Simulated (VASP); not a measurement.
# LuZnSi: phonons from a supercell, part 2 of 2

Wanted: whether LuZnSi is dynamically stable, and its vibrational spectrum. The cell is invented: it takes the structure of a Materials Project entry for YZnSi (space group 187 there), with some of its atoms replaced by other elements, volume scaled by an estimate. It may not be a known or stable phase.

VASP 6.6.1; r2SCAN, 4f electrons in the core; plane waves and PAW (Lu_3, Zn, Si); invented cell.

Still holding for the runs below: The data set Lu_3 holds the 4f electrons frozen in the core, so no f bands or f moments appear.

So far. Step 2 (Relax the host): The run ended after 6 ionic steps, 0.016 eV below its first step, once forces and stress met EDIFFG = -0.02. The relaxed cell has a = 4.031, c = 3.913 Å (conventional setting).

## (3) Tight relaxation

Force constants are second derivatives, so residual forces and stress must first be far smaller than in an ordinary relaxation. Smearing, mesh and cutoff differ from the relaxation before, which can move the cell too.

The input, INCAR:

```
SYSTEM = LuZnSi
PREC = Accurate
ENCUT = 350
EDIFF = 1E-08
NELM = 120
ISMEAR = 1
SIGMA = 0.2
LREAL = .FALSE.
ALGO = Normal
METAGGA = R2SCAN
LASPH = .TRUE.
NBANDS = 18
LORBIT = 11
LWAVE = .FALSE.
LCHARG = .FALSE.
KPAR = 4
IBRION = 1
NSW = 30
ISIF = 3
EDIFFG = -0.002
POTIM = 0.4
```

The input, POSCAR:

```
LuZnSi
1.0
    4.0312939040      0.0000000066      0.0000000000
   -2.0156464404      3.4912024633      0.0000000000
    0.0000000000      0.0000000000      3.9131491841
Lu Zn Si
1 1 1
Direct
    0.0000000000      0.0000000000      0.0000000000
    0.3333333300      0.6666666700      0.5000000000
    0.6666666700      0.3333333300      0.5000000000
```

The input, KPOINTS:

```
Automatic mesh
0
Gamma
9 9 9
0 0 0
```

Potentials, in the order of the species: Lu_3, Zn and Si (PBE family, release 64).

Run with:

```
$ mpirun -np 4 vasp_std
```

The program printed:

```text
[banner, memory and clock lines left out]
running    4 mpi-ranks, on    1 nodes
 distrk:  each k-point on    1 cores,    4 groups
 distr:  one band on    1 cores,    1 groups

 POSCAR found type information on POSCAR LuZnSi
 POSCAR found :  3 types and       3 ions
 [... a notice as in an earlier step ...]

 LDA part: xc-table for (None), standard interpolation
 POSCAR, INCAR and KPOINTS ok, starting setup
 FFT: planning ... GRIDC
 FFT: planning ... GRID_SOFT
 FFT: planning ... GRID
 WAVECAR not read
 entering main loop
       N       E                     dE             d eps       ncg     rms          rms(c)
DAV:   1     0.318038435871E+02    0.31804E+02   -0.97198E+03  3210   0.127E+03
DAV:   2    -0.571007950696E+02   -0.88905E+02   -0.86854E+02  3418   0.509E+02
DAV:   3    -0.606327741687E+02   -0.35320E+01   -0.34686E+01  3696   0.953E+01
DAV:   4    -0.606672885299E+02   -0.34514E-01   -0.34430E-01  3704   0.613E+00
DAV:   5    -0.606675791706E+02   -0.29064E-03   -0.29048E-03  3380   0.464E-01    0.251E+01
DAV:   6    -0.576670349756E+02    0.30005E+01   -0.40001E+00  2676   0.455E+01    0.141E+01
DAV:   7    -0.576674451705E+02   -0.41019E-03   -0.14997E+00  3840   0.223E+01    0.531E+00
DAV:   8    -0.576507234483E+02    0.16722E-01   -0.11740E-01  3464   0.708E+00    0.112E+00
DAV:   9    -0.576483857467E+02    0.23377E-02   -0.45875E-02  3854   0.302E+00    0.504E-01
DAV:  10    -0.576484129914E+02   -0.27245E-04   -0.33498E-03  2748   0.666E-01    0.389E-01
DAV:  11    -0.576485279730E+02   -0.11498E-03   -0.55706E-04  3910   0.276E-01    0.110E-01
DAV:  12    -0.576485145746E+02    0.13398E-04   -0.61242E-04  3492   0.480E-01    0.971E-02
DAV:  13    -0.576484835263E+02    0.31048E-04   -0.67576E-05  2840   0.745E-02    0.503E-02
DAV:  14    -0.576484789364E+02    0.45900E-05   -0.30555E-05  3330   0.721E-02    0.171E-02
DAV:  15    -0.576484822494E+02   -0.33131E-05   -0.10795E-05  3396   0.463E-02    0.120E-02
DAV:  16    -0.576484751699E+02    0.70796E-05   -0.17406E-06  3754   0.201E-02    0.203E-03
DAV:  17    -0.576484754905E+02   -0.32062E-06   -0.27927E-07  3192   0.556E-03    0.925E-04
DAV:  18    -0.576484753474E+02    0.14312E-06   -0.86499E-09  1624   0.117E-03    0.379E-04
DAV:  19    -0.576484752715E+02    0.75894E-07   -0.10352E-08  1654   0.138E-03    0.469E-04
DAV:  20    -0.576484754857E+02   -0.21425E-06   -0.17917E-09  1404   0.117E-03    0.140E-04
DAV:  21    -0.576484755043E+02   -0.18580E-07   -0.10748E-09  1404   0.868E-04    0.702E-05
DAV:  22    -0.576484755260E+02   -0.21722E-07   -0.48705E-10  1398   0.535E-04    0.524E-05
DAV:  23    -0.576484755017E+02    0.24333E-07   -0.34688E-10  1386   0.567E-04    0.249E-05
DAV:  24    -0.576484755009E+02    0.81354E-09   -0.31972E-10  1386   0.396E-04
   1 F= -.57648476E+02 E0= -.57649252E+02  d E =-.576485E+02
 BRION: g(F)=  0.101E-43 g(S)=  0.109E-02
 bond charge predicted
       N       E                     dE             d eps       ncg     rms          rms(c)
DAV:   1    -0.576509279752E+02   -0.24525E-02   -0.52848E-02  3230   0.261E+00    0.317E-01
DAV:   2    -0.576496968510E+02    0.12311E-02   -0.41044E-03  3524   0.111E+00    0.162E-01
DAV:   3    -0.576493264271E+02    0.37042E-03   -0.53280E-04  3284   0.389E-01    0.725E-02
DAV:   4    -0.576492551396E+02    0.71287E-04   -0.16348E-04  3328   0.188E-01    0.164E-02
DAV:   5    -0.576492478640E+02    0.72757E-05   -0.25524E-05  3128   0.439E-02    0.602E-03
DAV:   6    -0.576492456943E+02    0.21697E-05   -0.21211E-06  3216   0.196E-02    0.304E-03
DAV:   7    -0.576492442135E+02    0.14808E-05   -0.31373E-07  3978   0.926E-03    0.775E-04
DAV:   8    -0.576492440797E+02    0.13378E-06   -0.41970E-08  2382   0.380E-03    0.240E-04
DAV:   9    -0.576492441479E+02   -0.68219E-07   -0.40615E-09  1434   0.903E-04    0.926E-05
DAV:  10    -0.576492441544E+02   -0.64333E-08   -0.13716E-09  1384   0.107E-03
   2 F= -.57649244E+02 E0= -.57650069E+02  d E =-.768653E-03
[...]
3 F= -.57649370E+02 E0= -.57650210E+02  d E =-.125636E-03
 BRION: g(F)=  0.148E-42 g(S)=  0.582E-05 retain N=  2 mean eig= 1.69
 eig:   1.688  1.688
 bond charge predicted
       N       E                     dE             d eps       ncg     rms          rms(c)
DAV:   1    -0.576493858932E+02   -0.16105E-04   -0.26518E-04  2606   0.335E-01    0.319E-02
DAV:   2    -0.576493719460E+02    0.13947E-04   -0.72573E-05  2862   0.177E-01    0.124E-02
DAV:   3    -0.576493689252E+02    0.30208E-05   -0.60662E-06  4118   0.436E-02    0.678E-03
DAV:   4    -0.576493684052E+02    0.51999E-06   -0.12656E-06  3770   0.191E-02    0.209E-03
DAV:   5    -0.576493684761E+02   -0.70921E-07   -0.87784E-08  3112   0.309E-03    0.142E-03
DAV:   6    -0.576493685018E+02   -0.25724E-07   -0.36586E-08  2604   0.234E-03    0.209E-04
DAV:   7    -0.576493685266E+02   -0.24764E-07   -0.44011E-09  1296   0.217E-03    0.189E-04
DAV:   8    -0.576493686171E+02   -0.90492E-07   -0.20303E-09  1230   0.876E-04    0.107E-04
DAV:   9    -0.576493686344E+02   -0.17350E-07   -0.13557E-09  1218   0.141E-03    0.379E-05
DAV:  10    -0.576493686514E+02   -0.16919E-07   -0.98475E-10  1194   0.592E-04    0.559E-05
DAV:  11    -0.576493686417E+02    0.96429E-08   -0.62980E-10  1194   0.101E-03
   4 F= -.57649369E+02 E0= -.57650210E+02  d E =0.114844E-05
 BRION: g(F)=  0.375E-43 g(S)=  0.125E-08 retain N=  2 mean eig= 1.03
 eig:   1.189  0.869
 reached required accuracy - stopping structural energy minimisation
```

It took 4.3 min on 4 MPI ranks of AMD EPYC 7R43, shared host; peak memory 0.57 GiB; 17 min of CPU time.

Parts of OUTCAR (step 3):

```text
  LATTYP: Found a hexagonal cell.
 ALAT       =     4.0312939040
 C/A-ratio  =     0.9706931018

The static configuration has the point symmetry D_3h.

 Found     60 irreducible k-points:

   k-points           NKPTS =     60   k-points in BZ     NKDIM =     60   number of bands    NBANDS=     18

   dimension x,y,z NGX =    28 NGY =   28 NGZ =   24
   dimension x,y,z NGXF=    56 NGYF=   56 NGZF=   48

   ENCUT  =  350.0 eV  25.72 Ry    5.07 a.u.   6.15  6.15  5.97*2*pi/ulx,y,z

   NELECT =      25.0000    total number of electrons

 E-fermi :   4.7705

 k-point     1 :       0.0000    0.0000    0.0000
  band No.  band energies     occupation
    ...
      9      -3.1239      2.00000
     10       3.6642      2.00000
     11       3.6643      2.00000
     12       4.0522      2.00000
     13       4.6078      1.98674
     14       6.9463     -0.00000
     15       8.4442     -0.00000
     16       8.4442     -0.00000
     17       8.5397     -0.00000
     18       8.5397     -0.00000

 k-point     2 :       0.1111    0.0000    0.0000
  band No.  band energies     occupation
    ...
      9      -3.1277      2.00000
     10       2.7785      2.00000
     11       3.5726      2.00000
     12       3.9961      2.00000
     13       4.6707      1.73897
     14       7.4212     -0.00000
     15       8.1957     -0.00000
     16       8.3832     -0.00000
     17       8.4582     -0.00000
     18       8.7373     -0.00000

  Total        0.0002020      0.0002020     -0.0001242      0.0000000      0.0000000      0.0000000
  in kB        0.0058621      0.0058621     -0.0036047      0.0000000      0.0000000      0.0000000
  external PRESSURE =       0.0027065 kB  Pullay stress =       0.0000000 kB

  energy-cutoff  :      350.00
  volume of cell :       55.20
      direct lattice vectors                 reciprocal lattice vectors
     4.025665920  0.000000006 -0.000000000     0.248406107  0.143417316  0.000000000
    -2.012832450  3.486328488 -0.000000000    -0.000000000  0.286834704  0.000000000
    -0.000000000 -0.000000000  3.932988877     0.000000000  0.000000000  0.254259555

 POSITION                                       TOTAL-FORCE (eV/Angst)
 -----------------------------------------------------------------------------------
      0.00000     -0.00000      0.00000        -0.000000      0.000000     -0.000000
      0.00000      2.32422      1.96649         0.000000     -0.000000      0.000000
      2.01283      1.16211      1.96649        -0.000000      0.000000     -0.000000
 -----------------------------------------------------------------------------------
    total drift:                                0.000007     -0.000015     -0.000000

  FREE ENERGIE OF THE ION-ELECTRON SYSTEM (eV)
  ---------------------------------------------------
  free  energy   TOTEN  =       -57.6493686417 eV

  energy  without entropy=      -57.6518936732  energy(sigma->0) =      -57.65021032

 total charge
# of ion       s       p       d       tot
------------------------------------------
    1        0.311   6.525   0.997   7.833
    2        0.646   0.730   9.691  11.067
    3        0.735   0.986   0.000   1.722
--------------------------------------------------
tot          1.692   8.241  10.689  20.622

[... 2 parts as in an earlier step ...]

[... 7 further parts left out ...]
```

CONTCAR:

```
LuZnSi
   1.00000000000000
     4.0256659198531661    0.0000000057573269   -0.0000000000000000
    -2.0128324497626111    3.4863284884222874   -0.0000000000000000
    -0.0000000000000000   -0.0000000000000000    3.9329888773790307
  Lu              Zn              Si
     1     1     1
Direct
     0.0000000000000000   -0.0000000000000000    0.0000000000000000
     0.3333333300000021    0.6666666699999979    0.5000000000000000
     0.6666666699999979    0.3333333300000021    0.5000000000000000
```

The steps of the relaxation:

| step | energy less that of the first step (eV) | largest force (eV/Å) | pressure (GPa) | volume (Å³) |
| --- | --- | --- | --- | --- |
| 1 | 0.0000 | 0.0000 | 0.08 | 55.07 |
| 2 | -0.0008 | 0.0000 | 0.08 | 55.13 |
| 3 | -0.0009 | 0.0000 | -0.03 | 55.21 |
| 4 | -0.0009 | 0.0000 | 0.00 | 55.20 |

| conventional cell, symmetrised | before | after | change |
| --- | --- | --- | --- |
| a (Å) | 4.031 | 4.026 | -0.1 % |
| b (Å) | 4.031 | 4.026 | -0.1 % |
| c (Å) | 3.913 | 3.933 | +0.5 % |
| volume (Å³/atom) | 18.36 | 18.40 | +0.2 % |

The relaxed structure:

```xyz
3
Lattice="4.0257 0.0000 0.0000 -2.0128 3.4863 0.0000 0.0000 0.0000 3.9330" Properties=species:S:1:pos:R:3 pbc="T T T"
Lu    0.0000    0.0000    0.0000
Zn    0.0000    2.3242    1.9665
Si    2.0128    1.1621    1.9665
```

This step gave:

```yaml
free_energy_toten: -57.6494 eV
energy_at_zero_smearing: -57.6502 eV
fermi_energy: 4.771 eV
pressure: 2.71e-4 GPa
```

The run ended after 4 ionic steps, 0.001 eV below its first step, once forces and stress met EDIFFG = -0.002.

## (4) Force constants in the supercell

System of this step: LuZnSi. Symmetry: P-6m2, No. 187, hexagonal system. The conventional cell has a = 4.026 Å, b = 4.026 Å, c = 3.933 Å, α = 90.00°, β = 90.00°, γ = 120.00°. Nearest to Lu lie 6 Si at 3.04 Å and 6 Zn at 3.04 Å. Nearest to Zn lie 3 Si at 2.32 Å and 6 Lu at 3.04 Å. Si has 3 Zn at 2.32 Å and 6 Lu at 3.04 Å nearest. it takes the structure of a Materials Project entry for YZnSi (space group 187 there), with some of its atoms replaced by other elements, volume scaled by an estimate. Farther neighbours are not listed.

Each independent atom is moved by 0.015 Å both ways; the forces give the force constants out to half the supercell.

The input, INCAR:

```
SYSTEM = LuZnSi
PREC = Accurate
ENCUT = 350
EDIFF = 1E-07
NELM = 120
ISMEAR = 1
SIGMA = 0.2
LREAL = .FALSE.
ALGO = Normal
METAGGA = R2SCAN
LASPH = .TRUE.
NBANDS = 124
LWAVE = .FALSE.
LCHARG = .FALSE.
KPAR = 4
IBRION = 6
NSW = 1
NFREE = 2
POTIM = 0.015
ISIF = 0
ADDGRID = .TRUE.
```

The input, POSCAR:

```
LuZnSi
1.0
    8.0513318398      0.0000000116      0.0000000000
   -4.0256648996      6.9726569768      0.0000000000
    0.0000000000      0.0000000000      7.8659777548
Lu Zn Si
8 8 8
Direct
    0.0000000000      0.0000000000      0.0000000000
    0.0000000000      0.0000000000      0.5000000000
    0.0000000000      0.5000000000      0.0000000000
    0.0000000000      0.5000000000      0.5000000000
    0.5000000000      0.0000000000      0.0000000000
    0.5000000000      0.0000000000      0.5000000000
    0.5000000000      0.5000000000      0.0000000000
    0.5000000000      0.5000000000      0.5000000000
    0.1666666650      0.3333333350      0.2500000000
    0.1666666650      0.3333333350      0.7500000000
    0.1666666650      0.8333333350      0.2500000000
    0.1666666650      0.8333333350      0.7500000000
    0.6666666650      0.3333333350      0.2500000000
    0.6666666650      0.3333333350      0.7500000000
    0.6666666650      0.8333333350      0.2500000000
    0.6666666650      0.8333333350      0.7500000000
    0.3333333350      0.1666666650      0.2500000000
    0.3333333350      0.1666666650      0.7500000000
    0.3333333350      0.6666666650      0.2500000000
    0.3333333350      0.6666666650      0.7500000000
    0.8333333350      0.1666666650      0.2500000000
    0.8333333350      0.1666666650      0.7500000000
    0.8333333350      0.6666666650      0.2500000000
    0.8333333350      0.6666666650      0.7500000000
```

The input, KPOINTS:

```
Automatic mesh
0
Gamma
5 5 4
0 0 0
```

Run with:

```
$ mpirun -np 4 vasp_std
```

The program printed:

```text
[banner, memory and clock lines left out]
running    4 mpi-ranks, on    1 nodes
[...]
|                                                                             |
|               ----> ADVICE to this user running VASP <----                  |
|                                                                             |
|     You have a (more or less) 'large supercell' and for larger cells it     |
|     might be more efficient to use real-space projection operators.         |
|     Therefore, try LREAL= Auto in the INCAR file.                           |
|     Mind: For very accurate calculation, you might also keep the            |
|     reciprocal projection scheme (i.e. LREAL=.FALSE.).                      |
|                                                                             |

 [... a notice as in an earlier step ...]

 LDA part: xc-table for (None), standard interpolation
 POSCAR, INCAR and KPOINTS ok, starting setup
[...]
entering main loop
       N       E                     dE             d eps       ncg     rms          rms(c)
DAV:   1     0.182941758119E+04    0.18294E+04   -0.58134E+04  5256   0.155E+03
DAV:   2    -0.115812196926E+03   -0.19452E+04   -0.18948E+04  6488   0.985E+02
DAV:   3    -0.425930483871E+03   -0.31012E+03   -0.28766E+03  7228   0.388E+02
DAV:   4    -0.479583872945E+03   -0.53653E+02   -0.49181E+02  7348   0.138E+02
[...]
DAV:  23    -0.461150355376E+03    0.96814E-06   -0.93367E-08  2664   0.318E-03    0.647E-04
DAV:  24    -0.461150355011E+03    0.36474E-06   -0.61809E-08  2568   0.443E-03    0.516E-04
DAV:  25    -0.461150354937E+03    0.73916E-07   -0.49184E-08  2568   0.247E-03
   1 F= -.46115035E+03 E0= -.46114748E+03  d E =-.863413E-02
[... from here on, the cycles between the ionic steps are left out ...]
   2 F= -.46114973E+03 E0= -.46114685E+03  d E =-.863281E-02
   3 F= -.46114973E+03 E0= -.46114685E+03  d E =-.863277E-02
   4 F= -.46114950E+03 E0= -.46114662E+03  d E =-.864243E-02
   5 F= -.46114950E+03 E0= -.46114662E+03  d E =-.864237E-02
 Finite differences progress:
  Degree of freedom:   2/  6
  Displacement:        2/  2
  Total:               4/ 12
[...]
N       E                     dE             d eps       ncg     rms          rms(c)
DAV:   1    -0.461139586325E+03    0.99183E-02   -0.16355E+00 12512   0.101E+01    0.294E-01
DAV:   2    -0.461148582592E+03   -0.89963E-02   -0.78814E-02 15416   0.233E+00    0.130E-01
DAV:   3    -0.461148980385E+03   -0.39779E-03   -0.55947E-03 15624   0.772E-01    0.771E-02
DAV:   4    -0.461149010119E+03   -0.29734E-04   -0.85348E-04 16504   0.367E-01    0.372E-02
[...]
DAV:   8    -0.461149031096E+03    0.14697E-07   -0.40892E-06 12376   0.149E-02    0.201E-03
DAV:   9    -0.461149031119E+03   -0.23283E-07   -0.14331E-06 11488   0.114E-02    0.149E-03
DAV:  10    -0.461149031003E+03    0.11639E-06   -0.15454E-07  6752   0.676E-03    0.787E-04
```

The job ended after 2.3 h (4 MPI ranks).

The run was stopped at its time limit, so it gives no result of its own.

## (5) Summary of results

```
result : none
```

What this shows: The session ends without its result: «force constants in the supercell» met its time limit.

[Lines on the potential files, build, host, timing and source positions are cut from VASP's logs without a mark.]

[Logs are printed without paths, hosts, clocks, repeated set-up lines and the standing remarks that a program may print on its own settings, such as how far it seeks lower states.]

[Hosts, paths, dates, database ids (printed as entryN), source tags and the programs' standing remarks are cut or masked in the printed files.]

[Runs that stopped without an error message from VASP are left out.]
